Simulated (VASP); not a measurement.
Energy against volume of BaHfO$_{3}$ (cubic perovskite). Method: revTPSS meta-GGA, VASP's PBE PAW potentials (set 64) (plane waves; VASP). Settings: 520 eV cut-off, 5×5×5 Γ-centred mesh, Gaussian smearing of 0.050 eV, potentials Ba_sv Hf_pv O.

```csv
V (Å³/atom),E (eV/atom)
13.721,2.20725
14.159,2.18316
14.596,2.17544
15.034,2.18154
```

Fit these four points and predict the energy of the run at 15.472 Å³/atom.

A cubic in V^(−2/3), the third-order Birch-Murnaghan form, passes through the four points with V0 = 14.61 Å³/atom and B0 = 168 GPa, and gives 2.1994 eV/atom there. The run gave 2.1994 eV/atom, +0.0 meV/atom from the fit; all five points give B0 = 168 GPa.

The compound is BaHfO3 in the cubic perovskite structure. It was relaxed first.
